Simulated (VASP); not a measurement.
These are LDA (Ceperley-Alder, Perdew-Zunger), VASP's LDA PAW potentials (set 64) (plane waves; VASP 6.6.1) values and carry that method's errors.

VASP input:

File POSCAR:
```
Ag
1.0
  0.0000000000   2.0450000000   2.0450000000
  2.0450000000   0.0000000000   2.0450000000
  2.0450000000   2.0450000000   0.0000000000
Ag
1
Cart
  0.0000000000   0.0000000000   0.0000000000
```

### KPOINTS
```
Automatic mesh
0
Gamma
14 14 14
0 0 0
```

### INCAR
```
# general
SYSTEM  = Ag
PREC    = Accurate
ENCUT   = 520   # plane-wave cut-off (eV)
LREAL   = F
LASPH   = T   # aspherical one-centre terms

# electronic loop
EDIFF   = 1E-6   # SCF stop (eV)
NELM    = 100
ALGO    = Normal
LMAXMIX = 4   # l cut-off of mixed one-centre charges

# smearing
ISMEAR  = 1   # Methfessel-Paxton
SIGMA   = 0.1   # width (eV)

# ions
IBRION  = 2   # conjugate gradients
NSW     = 60
ISIF    = 3
EDIFFG  = -0.01   # ionic stop

# output
LWAVE   = F
LCHARG  = F
```

POTCAR, in this order: Ag (LDA.64 set). Program: vasp_std.

Energy and stress use the plane-wave basis of the starting cell.

**Question.** Estimate the energy per atom (σ→0), volume per atom, band gap (on the k-mesh).

**Answer.** 
```json
{
  "energy per atom (σ→0)": "-3.783 eV/atom",
  "band gap (on the k-mesh)": "none (metal, semimetal or under 0.01 eV)",
  "volume_per_atom": "16.02 Å³/atom"
}
```

### OSZICAR
```
...
DAV:   1    -0.420481717264E+01   -0.44334E+00   -0.82266E+00  1897   0.365E+01    0.426E+00
DAV:   2    -0.379859558054E+01    0.40622E+00   -0.16267E+00  1889   0.143E+01    0.166E+00
DAV:   3    -0.378575683938E+01    0.12839E-01   -0.34379E-02  1949   0.192E+00    0.109E+00
DAV:   4    -0.378284732410E+01    0.29095E-02   -0.32374E-03  1984   0.560E-01    0.907E-02
DAV:   5    -0.378284772357E+01   -0.39947E-06   -0.16408E-04  2109   0.109E-01    0.186E-02
DAV:   6    -0.378285309765E+01   -0.53741E-05   -0.40936E-06  2015   0.231E-02    0.521E-04
DAV:   7    -0.378285309793E+01   -0.27489E-09   -0.28723E-08   949   0.181E-03
   3 F= -.37828531E+01 E0= -.37829079E+01  d E =-.277529E-01
```

The compound is Ag in the fcc structure. This run relaxes it. Symmetry was kept, so distortions that lower it aren't found.
